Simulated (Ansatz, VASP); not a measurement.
# In3Sb in two plane-wave programs, part 2 of 3

Aim: how closely do two programs agree when they are given the same cell, functional and k mesh? The cell is generated by rule, not measured, and may not be a known phase. The cell is taken from a series of runs on this material, whose earlier steps may have relaxed, scaled, displaced or heated it; both programs get it as it stands.

VASP 6.6.1 and Ansatz 0.2.0.

So far: The starting structure; Ansatz: zone-centre phonons, PBEsol.

## 3. VASP: zone-centre phonons, PBEsol

Level of this step: PBEsol; plane waves and PAW (Sb, In_d); invented cell (VASP).

The same cell, functional, mesh and smearing now go to VASP, with its own data sets.

Lines of VASP's logs that name or quote its potential files are left out, and so is its time.

Contents of INCAR:

```
SYSTEM = In3Sb
PREC = Accurate
ENCUT = 500
EDIFF = 1E-08
NELM = 120
ISMEAR = 1
SIGMA = 0.15
LREAL = .FALSE.
ALGO = Normal
GGA = PS
NBANDS = 54
LORBIT = 11
LWAVE = .FALSE.
LCHARG = .FALSE.
ISIF = 2
IBRION = 8
LASPH = .TRUE.
GGA_COMPAT = .FALSE.
KPAR = 2
```

Contents of POSCAR:

```
In3Sb
1.0
    5.7168935068      0.0000000000      0.0000000000
    0.0000000000      5.7168935068      0.0000000000
    0.0000000000      0.0000000000      6.4657972354
Sb In
2 6
Direct
    0.0000000000      0.5000000000      0.3478836946
    0.5000000000      0.0000000000      0.6521163054
    0.5000000000      0.5000000000      0.5000000000
    0.0000000000      0.0000000000      0.0000000000
    0.5000000000      0.5000000000      0.0000000000
    0.0000000000      0.0000000000      0.5000000000
    0.0000000000      0.5000000000      0.8250097042
    0.5000000000      0.0000000000      0.1749902958
```

Contents of KPOINTS:

```
Automatic mesh
0
Gamma
6 6 6
0 0 0
```

Potentials, in the order of the species: Sb and In_d (PBE family, release 64).

Run with:

```bash
> mpirun -np 2 vasp_std
```

Output:

```text
[banner, memory and clock lines left out]
running    2 mpi-ranks, on    1 nodes
 distrk:  each k-point on    1 cores,    2 groups
 distr:  one band on    1 cores,    1 groups

 POSCAR found type information on POSCAR SbIn
 POSCAR found :  2 types and       8 ions
|                                                                             |
|               ----> ADVICE to this user running VASP <----                  |
|                                                                             |
|     You enforced a specific xc type in the INCAR file but a different       |
|     [... a line on the potential file left out ...]
|     I HOPE YOU KNOW WHAT YOU ARE DOING!                                     |
|                                                                             |

 LDA part: xc-table for (Slater+PW92), standard interpolation
 POSCAR, INCAR and KPOINTS ok, starting setup
 FFT: planning ... GRIDC
 FFT: planning ... GRID_SOFT
 FFT: planning ... GRID
 WAVECAR not read
 entering main loop
       N       E                     dE             d eps       ncg     rms          rms(c)
DAV:   1     0.903752024256E+03    0.90375E+03   -0.38773E+04  4320   0.199E+03
DAV:   2     0.901452650489E+02   -0.81361E+03   -0.80022E+03  4320   0.523E+02
DAV:   3    -0.205161565453E+02   -0.11066E+03   -0.10815E+03  4780   0.209E+02
DAV:   4    -0.268623733594E+02   -0.63462E+01   -0.62836E+01  5114   0.525E+01
DAV:   5    -0.271305764294E+02   -0.26820E+00   -0.26810E+00  6618   0.926E+00    0.705E+00
DAV:   6    -0.268523564761E+02    0.27822E+00   -0.69413E-01  5498   0.858E+00    0.339E+00
DAV:   7    -0.268177216958E+02    0.34635E-01   -0.20717E-01  5780   0.361E+00    0.101E+00
DAV:   8    -0.268129838680E+02    0.47378E-02   -0.20408E-02  5634   0.146E+00    0.503E-01
DAV:   9    -0.268124851880E+02    0.49868E-03   -0.34065E-03  6050   0.795E-01    0.985E-02
DAV:  10    -0.268125122861E+02   -0.27098E-04   -0.43278E-04  6768   0.299E-01    0.495E-02
DAV:  11    -0.268125192658E+02   -0.69797E-05   -0.49176E-05  6566   0.736E-02    0.110E-02
DAV:  12    -0.268125181002E+02    0.11656E-05   -0.16697E-05  5536   0.623E-02    0.410E-03
DAV:  13    -0.268125180542E+02    0.45995E-07   -0.14386E-06  5152   0.159E-02    0.172E-03
DAV:  14    -0.268125180618E+02   -0.76070E-08   -0.28613E-07  6948   0.539E-03    0.820E-04
DAV:  15    -0.268125181096E+02   -0.47788E-07   -0.18599E-08  3344   0.199E-03    0.500E-04
DAV:  16    -0.268125181064E+02    0.32178E-08   -0.48590E-09  2766   0.844E-04
   1 F= -.26812518E+02 E0= -.26812269E+02  d E =-.747911E-03
 Linear response reoptimize wavefunctions to high precision
DAV:   1    -0.268125180863E+02    0.20096E-07   -0.26212E-09  2742   0.591E-04
DAV:   2    -0.268125180863E+02   -0.40018E-10   -0.91898E-10  2724   0.243E-04
 Linear response DOF=           8
 Linear response progress:
  Degree of freedom:   1/  8
       N       E                     dE             d eps       ncg     rms          rms(c)
RMM:   1    -0.318426974657E-01   -0.31843E-01    0.37592E-02 12853   0.657E-01
RMM:   2    -0.289648714316E-01    0.28778E-02   -0.35254E-03 12420   0.244E-01    0.628E-02
RMM:   3    -0.291228595179E-01   -0.15799E-03   -0.10016E-03 15136   0.853E-02    0.271E-02
RMM:   4    -0.291224805006E-01    0.37902E-06   -0.85823E-05 15019   0.341E-02    0.857E-03
RMM:   5    -0.291260502858E-01   -0.35698E-05   -0.26926E-05 15868   0.126E-02    0.386E-03
RMM:   6    -0.291205357134E-01    0.55146E-05    0.12175E-06 15283   0.422E-03    0.144E-03
RMM:   7    -0.291204857071E-01    0.50006E-07   -0.20737E-06 15970   0.149E-03    0.764E-04
RMM:   8    -0.291198028473E-01    0.68286E-06    0.16849E-07 16434   0.545E-04    0.194E-04
RMM:   9    -0.291198416179E-01   -0.38771E-07   -0.16388E-07 15627   0.225E-04    0.897E-05
RMM:  10    -0.291199201876E-01   -0.78570E-07    0.12011E-07 16496   0.925E-05    0.724E-05
RMM:  11    -0.291199118160E-01    0.83715E-08   -0.36275E-08 16442   0.424E-05    0.381E-05
 first order change of Fermi-energy  -0.10074E-04
 force on displaced ion       1 direction 1 :  -3.727   0.000  -0.004
 Linear response progress:
  Degree of freedom:   2/  8
       N       E                     dE             d eps       ncg     rms          rms(c)
RMM:   1    -0.324118902865E-01   -0.32412E-01    0.38866E-02  6509   0.678E-01
RMM:   2    -0.299985734041E-01    0.24133E-02   -0.27740E-03  6166   0.271E-01    0.675E-02
RMM:   3    -0.301997642286E-01   -0.20119E-03   -0.73343E-04  7161   0.991E-02    0.282E-02
RMM:   4    -0.302357244098E-01   -0.35960E-04   -0.79894E-05  7171   0.386E-02    0.107E-02
RMM:   5    -0.302548761175E-01   -0.19152E-04   -0.17269E-05  7751   0.147E-02    0.484E-03
RMM:   6    -0.302573530631E-01   -0.24769E-05   -0.15480E-06  7488   0.476E-03    0.239E-03
[...]
RMM:  12    -0.302570425447E-01    0.13987E-08   -0.97481E-09  8571   0.290E-05    0.199E-04
 first order change of Fermi-energy  -0.12089E+00
 force on displaced ion       1 direction 3 :   0.000   0.000  -2.343
 Linear response progress:
  Degree of freedom:   3/  8
       N       E                     dE             d eps       ncg     rms          rms(c)
RMM:   1    -0.238177342897E+00   -0.23818E+00   -0.12517E-01 12373   0.265E+00
RMM:   2    -0.240290252751E+00   -0.21129E-02   -0.12766E-02 14134   0.594E-01    0.682E-02
[...]
RMM:   1    -0.237758745669E+00   -0.23776E+00   -0.14643E-01 12080   0.273E+00
RMM:   2    -0.240346979000E+00   -0.25882E-02   -0.20017E-02 14142   0.662E-01    0.789E-02
RMM:   3    -0.240468629020E+00   -0.12165E-03   -0.22522E-03 14843   0.223E-01    0.290E-02
RMM:   4    -0.240377109278E+00    0.91520E-04   -0.14320E-04 15438   0.755E-02    0.232E-02
RMM:   5    -0.240403022585E+00   -0.25913E-04   -0.68433E-05 15284   0.293E-02    0.114E-02
RMM:   6    -0.240401119488E+00    0.19031E-05    0.50887E-06 15397   0.115E-02    0.149E-03
RMM:   7    -0.240395646350E+00    0.54731E-05   -0.35049E-07 15404   0.414E-03    0.120E-03
RMM:   8    -0.240389946796E+00    0.56996E-05    0.13534E-06 15583   0.144E-03    0.597E-04
RMM:   9    -0.240390462036E+00   -0.51524E-06    0.32454E-08 15917   0.651E-04    0.299E-04
RMM:  10    -0.240390019661E+00    0.44238E-06    0.18121E-07 15965   0.336E-04    0.266E-04
RMM:  11    -0.240390060391E+00   -0.40730E-07    0.33757E-07 15916   0.182E-04    0.112E-04
RMM:  12    -0.240390183086E+00   -0.12270E-06   -0.17712E-07 16845   0.106E-04    0.153E-04
RMM:  13    -0.240390064410E+00    0.11868E-06   -0.21518E-08 16109   0.723E-05    0.113E-04
RMM:  14    -0.240389965991E+00    0.98419E-07   -0.14005E-08 16257   0.575E-05    0.626E-05
RMM:  15    -0.240389948308E+00    0.17683E-07   -0.10548E-08 15797   0.489E-05    0.497E-05
RMM:  16    -0.240389939983E+00    0.83249E-08   -0.99698E-09 15518   0.443E-05    0.405E-05
 first order change of Fermi-energy  -0.37475E-04
 force on displaced ion       4 direction 1 :  -2.163   0.000   0.001
 Linear response progress:
  Degree of freedom:   6/  8
       N       E                     dE             d eps       ncg     rms          rms(c)
RMM:   1    -0.239107349400E+00   -0.23911E+00   -0.14900E-01  9696   0.271E+00
RMM:   2    -0.241343629259E+00   -0.22363E-02   -0.18457E-02 11260   0.674E-01    0.846E-02
RMM:   3    -0.241430509032E+00   -0.86880E-04   -0.22609E-03 11831   0.225E-01    0.304E-02
RMM:   4    -0.241328154346E+00    0.10235E-03   -0.22286E-04 12275   0.743E-02    0.221E-02
RMM:   5    -0.241312765949E+00    0.15388E-04   -0.38350E-05 11583   0.301E-02    0.984E-03
RMM:   6    -0.241302588806E+00    0.10177E-04   -0.79784E-06 12267   0.123E-02    0.270E-03
RMM:   7    -0.241300646234E+00    0.19426E-05   -0.32308E-06 11809   0.420E-03    0.157E-03
RMM:   8    -0.241296607048E+00    0.40392E-05   -0.57105E-07 12544   0.174E-03    0.620E-04
RMM:   9    -0.241295108771E+00    0.14983E-05   -0.18442E-07 11267   0.900E-04    0.605E-04
RMM:  10    -0.241293904055E+00    0.12047E-05   -0.60193E-08 13078   0.399E-04    0.163E-04
RMM:  11    -0.241294429110E+00   -0.52505E-06   -0.17410E-08 11078   0.230E-04    0.248E-04
RMM:  12    -0.241293874331E+00    0.55478E-06    0.68521E-08 11782   0.144E-04    0.387E-04
RMM:  13    -0.241294369903E+00   -0.49557E-06    0.14207E-09 11047   0.122E-04    0.146E-04
RMM:  14    -0.241294342178E+00    0.27725E-07    0.16051E-09 13677   0.698E-05    0.123E-04
RMM:  15    -0.241294385730E+00   -0.43552E-07   -0.62931E-09 12752   0.533E-05    0.177E-04
RMM:  16    -0.241294323065E+00    0.62664E-07    0.92445E-09 11760   0.490E-05    0.973E-05
RMM:  17    -0.241294265382E+00    0.57684E-07    0.11497E-09 12388   0.458E-05    0.197E-05
RMM:  18    -0.241294255074E+00    0.10307E-07    0.29007E-09 13737   0.413E-05    0.116E-05
RMM:  19    -0.241294264068E+00   -0.89940E-08   -0.11138E-09 12896   0.396E-05    0.759E-06
 first order change of Fermi-energy   0.60954E-04
 force on displaced ion       4 direction 3 :   0.000   0.000  -2.053
 Linear response progress:
  Degree of freedom:   7/  8
       N       E                     dE             d eps       ncg     rms          rms(c)
RMM:   1    -0.237652221416E+00   -0.23765E+00   -0.13627E-01 12092   0.278E+00
RMM:   2    -0.240319499916E+00   -0.26673E-02   -0.20377E-02 14145   0.664E-01    0.771E-02
RMM:   3    -0.240367405278E+00   -0.47905E-04   -0.19100E-03 14838   0.224E-01    0.295E-02
RMM:   4    -0.240322475387E+00    0.44930E-04   -0.21942E-04 15495   0.750E-02    0.238E-02
RMM:   5    -0.240337514193E+00   -0.15039E-04   -0.45522E-05 15315   0.290E-02    0.107E-02
RMM:   6    -0.240335878129E+00    0.16361E-05    0.14278E-05 15496   0.113E-02    0.176E-03
RMM:   7    -0.240332242973E+00    0.36352E-05   -0.20213E-06 15429   0.407E-03    0.979E-04
RMM:   8    -0.240326677052E+00    0.55659E-05    0.43601E-06 15651   0.140E-03    0.405E-04
RMM:   9    -0.240327162071E+00   -0.48502E-06   -0.32280E-06 16018   0.616E-04    0.262E-04
RMM:  10    -0.240326397640E+00    0.76443E-06    0.19145E-06 16274   0.306E-04    0.113E-04
RMM:  11    -0.240326986251E+00   -0.58861E-06   -0.14351E-08 16000   0.170E-04    0.881E-05
RMM:  12    -0.240327135486E+00   -0.14923E-06    0.33363E-07 16566   0.105E-04    0.208E-04
RMM:  13    -0.240326894999E+00    0.24049E-06    0.13165E-07 15835   0.774E-05    0.577E-05
RMM:  14    -0.240326894714E+00    0.28457E-09    0.51716E-08 16274   0.610E-05    0.539E-05
 first order change of Fermi-energy   0.58499E-04
 force on displaced ion       7 direction 1 :  -2.718   0.000  -0.002
 Linear response progress:
  Degree of freedom:   8/  8
       N       E                     dE             d eps       ncg     rms          rms(c)
RMM:   1    -0.239293110586E+00   -0.23929E+00   -0.14684E-01  6167   0.272E+00
RMM:   2    -0.241361628482E+00   -0.20685E-02   -0.17256E-02  6993   0.676E-01    0.839E-02
RMM:   3    -0.241459444175E+00   -0.97816E-04   -0.21564E-03  7309   0.221E-01    0.329E-02
RMM:   4    -0.241340039973E+00    0.11940E-03   -0.23654E-04  7597   0.758E-02    0.208E-02
RMM:   5    -0.241320154918E+00    0.19885E-04   -0.41762E-05  7469   0.299E-02    0.844E-03
RMM:   6    -0.241306256642E+00    0.13898E-04   -0.10069E-05  7699   0.119E-02    0.297E-03
RMM:   7    -0.241301028135E+00    0.52285E-05   -0.62035E-07  7428   0.392E-03    0.141E-03
RMM:   8    -0.241295076487E+00    0.59516E-05   -0.13153E-06  7779   0.160E-03    0.717E-04
RMM:   9    -0.241293164003E+00    0.19125E-05    0.25867E-07  6935   0.729E-04    0.473E-04
RMM:  10    -0.241291371458E+00    0.17925E-05   -0.33757E-07  6894   0.448E-04    0.367E-04
RMM:  11    -0.241293190347E+00   -0.18189E-05   -0.11002E-07  8189   0.227E-04    0.326E-04
RMM:  12    -0.241293186749E+00    0.35979E-08    0.16149E-08  8160   0.110E-04    0.402E-04
 first order change of Fermi-energy   0.26346E-02
 force on displaced ion       7 direction 3 :   0.000   0.000  -2.164
 Linear response finished
```

(Continued in part 3 of 3.)

[Lines on the potential files, build, host, timing and source positions are cut from VASP's logs without a mark.]

[Logs are printed without paths, hosts, clocks, repeated set-up lines and the standing remarks that a program may print on its own settings, such as how far it seeks lower states.]

[Hosts, paths, dates, database ids (printed as entryN), source tags and the programs' standing remarks are cut or masked in the printed files.]
